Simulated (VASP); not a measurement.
Calculation: PBE GGA, VASP's PBE PAW potentials (set 64) (plane waves; VASP).

VASP ran on this input.

### INCAR
```
SYSTEM = PbSe
PREC = Accurate
ENCUT = 500
EDIFF = 1E-6
NELM = 100
ALGO = Normal
LREAL = .FALSE.
LASPH = .TRUE.
ISMEAR = 0
SIGMA = 0.05
GGA = PE
LMAXMIX = 4
LWAVE = .FALSE.
LCHARG = .FALSE.
IBRION = 2
ISIF = 3
NSW = 40
EDIFFG = -0.02
PSTRESS = 100
```

File POSCAR:
```
PbSe
1
   -0.0000000000     2.9530034755     2.9530034755
    2.9530034755    -0.0000000000     2.9530034755
    2.9530034755     2.9530034755    -0.0000000000
Pb Se
1 1
Direct
  0.0000000000   0.0000000000   0.0000000000
  0.5000000000   0.5000000000   0.5000000000
```

### KPOINTS
```
Automatic mesh
0
Gamma
8 8 8
0 0 0
```

POTCAR, in this order: Pb_d Se (PBE.64 set). Program: vasp_std.

### Question
What will the output report for the number of irreducible k-points (NKPTS), largest plane-wave count, number of space-group operations, FFT grid (NGX, NGY, NGZ)?

### Answer

```
Property                                       Value
--------------------------------------  ------------
number of irreducible k-points (NKPTS)            29
largest plane-wave count                        1325
number of space-group operations                  48
FFT grid (NGX, NGY, NGZ)                30 × 30 × 30
```

The compound is PbSe in the rock salt structure. It was relaxed first under an external pressure of 10 GPa.
